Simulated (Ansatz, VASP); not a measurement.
CsRe: VASP beside Ansatz

```
Cs Re
1.0
     0.00000    3.12613    3.12613
     3.12613    0.00000    3.12613
     3.12613    3.12613    0.00000
Cs Re
1 1
Direct
  0.75000 0.75000 0.75000
  0.00000 0.00000 0.00000
```

Change from the starting cell: species swapped into the BeS type (F-43m, No. 216).

Alike in both runs: functional PBE; k mesh 16 × 16 × 16; occupations gaussian, width 0.1 eV; no spin polarisation.

Ansatz relaxed the structure, and its values are those at the end. VASP's run is a single point on that final structure, the one shown.

```csv
,VASP,Ansatz
version,VASP 6.6.1,Ansatz 0.2.0
potentials or method,"VASP PAW PBE potentials, release 64 (Cs_sv, Re)","scalar-relativistic, plane waves, PAW"
plane-wave cutoff (eV),520,420
valence electrons in the cell,16,24
```

VASP gave:

* gap on the k mesh at the Fermi level (eV): none
* pressure (GPa): 2.5

**Question.** Which values does Ansatz return?

**Answer.** gap on the k mesh at the Fermi level (eV): none; pressure (GPa): 0.0.

A gap of «none» marks a metal or a gap that the smearing closes. The two sets of potentials don't hold the same shells in valence.

The runs have no spin-orbit coupling, so splittings on Cs, Re are missing.
